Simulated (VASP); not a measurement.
Crystal: GaAs.

```
Ga As
1.0
     0.00000    2.87474    2.87474
     2.87474    0.00000    2.87474
     2.87474    2.87474    0.00000
Ga As
1 1
Direct
  0.00000 0.00000 0.00000
  0.25000 0.25000 0.25000
```

Program: VASP 6.6.1. Alike in all runs: level PBE; potentials or basis VASP PAW PBE potentials, release 64 (Ga_d, As); no spin polarisation; cell as given; k mesh 6 × 6 × 6; cutoff (eV) 520; smearing gaussian 0.02 eV. Hardware: 1 thread of Intel(R) Xeon(R) Platinum 8488C (Sapphire Rapids) (shared host).

Problem. Order these runs on this cell by their wall time, lowest first.
A. task single point
B. task band structure
C. task Born charges and dielectric tensor

Solution. A (9.6 s), B (42 s), C (250 s).
